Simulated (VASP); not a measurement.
Data:

```
CELL_PARAMETERS angstrom
     -1.99025     1.99025     3.88593
      1.99025    -1.99025     3.88593
      1.99025     1.99025    -3.88593
ATOMIC_POSITIONS crystal
  Be 0.00000 0.00000 0.00000
  Be 0.75000 0.25000 0.50000
  Be 0.25000 0.75000 0.50000
  Zn 0.50000 0.50000 0.00000
  O  0.08352 0.08352 0.44126
  O  0.91648 0.35775 0.00000
  O  0.64225 0.64225 0.55874
  O  0.35775 0.91648 0.00000
```

Level of theory: LDA (Ceperley-Alder, Perdew-Zunger), VASP's LDA PAW potentials (set 64) (plane waves; VASP 6.6.1). Numerical set-up: 520 eV cut-off, Gaussian smearing of 0.050 eV, potentials Be Zn O.

Problem. Give the energies of bands 12 to 25 at the high-symmetry points, in eV from the valence-band maximum.

Solution. 
```
band      Γ      X      P      N      M      S      R
----  -----  -----  -----  -----  -----  -----  -----
12    -4.05  -4.16  -4.37  -3.96  -3.14  -3.77  -3.94
13    -3.88  -3.99  -4.32  -3.42  -3.01  -3.28  -3.83
14    -3.62  -2.99  -2.04  -2.92  -2.98  -3.19  -2.99
15    -3.13  -2.37  -2.04  -2.90  -2.98  -2.66  -2.52
16    -2.69  -2.01  -2.02  -2.54  -2.82  -2.41  -2.26
17    -2.64  -1.45  -1.81  -2.44  -2.38  -2.30  -1.61
18    -2.64  -1.44  -1.45  -1.76  -2.38  -1.96  -1.57
19    -0.39  -0.73  -1.09  -0.95  -1.07  -1.67  -0.99
20     0.00  -0.28  -0.24  -0.95  -0.55  -0.68  -0.37
21     0.00  -0.18  -0.24  -0.59  -0.55  -0.35  -0.23
22     4.64   7.61   7.64   7.27   6.38   6.85   7.46
23     6.18   9.19   9.40   8.06   6.47   7.75   8.92
24     9.35   9.51   9.40   9.36   6.47   8.40   8.94
25     9.35  10.58  10.22   9.42   7.94   9.80  10.65
```

The gap is direct, 4.64 eV, from the valence maximum at Γ to the conduction minimum at Γ.

The structure comes from a computed database's Be3ZnO4 entry (I-42m); how it stands against other phases isn't given here. It was relaxed first, which changed the volume by -6 %.
